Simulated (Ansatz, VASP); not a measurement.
Zn2SbO3: VASP beside Ansatz

```xyz
6
Lattice="5.5319 0.0000 0.0000 -2.7659 4.7907 0.0000 0.0000 0.0000 2.8320" Properties=species:S:1:pos:R:3 pbc="T T T"
Zn    2.7659    1.5969    0.0000
Zn    0.0000    3.1938    0.0000
Sb    0.0000    0.0000    0.0000
O     2.7659    0.0000    1.4160
O    -1.3830    2.3954    1.4160
O     1.3830    2.3954    1.4160
```

Change from the starting cell: species swapped into the NdB2Rh3 type (P6/mmm, No. 191).

Alike in both runs: functional PBE; k mesh 6 × 6 × 6; occupations gaussian, width 0.1 eV; no spin polarisation.

Ansatz relaxed the structure, and its values are those at the end. VASP's run is a single point on that final structure, the one shown.

|  | VASP | Ansatz |
| --- | --- | --- |
| version | VASP 6.6.1 | Ansatz 0.2.0 |
| potentials or method | VASP PAW PBE potentials, release 64 (Zn, Sb, O) | scalar-relativistic, plane waves, PAW |
| plane-wave cutoff (eV) | 520 | 420 |
| valence electrons in the cell | 47 | 57 |

Ansatz gave:

- gap on the k mesh at the Fermi level (eV): none
- pressure (GPa): 0.1

Q: Estimate VASP's values.

A: gap on the k mesh at the Fermi level (eV): none; pressure (GPa): 0.5.

A gap of «none» marks a metal or a gap that the smearing closes. The functional is the same, so the differences come from potentials, cutoffs and numerics. The two sets of potentials don't hold the same shells in valence.

Caveats: the k mesh is coarse (spacing up to 0.37 Å⁻¹), so the values aren't converged; an odd number of electrons without spin polarisation forces a metal; a magnetic or distorted state may lie lower. The runs have no spin-orbit coupling, so splittings on Sb are missing.
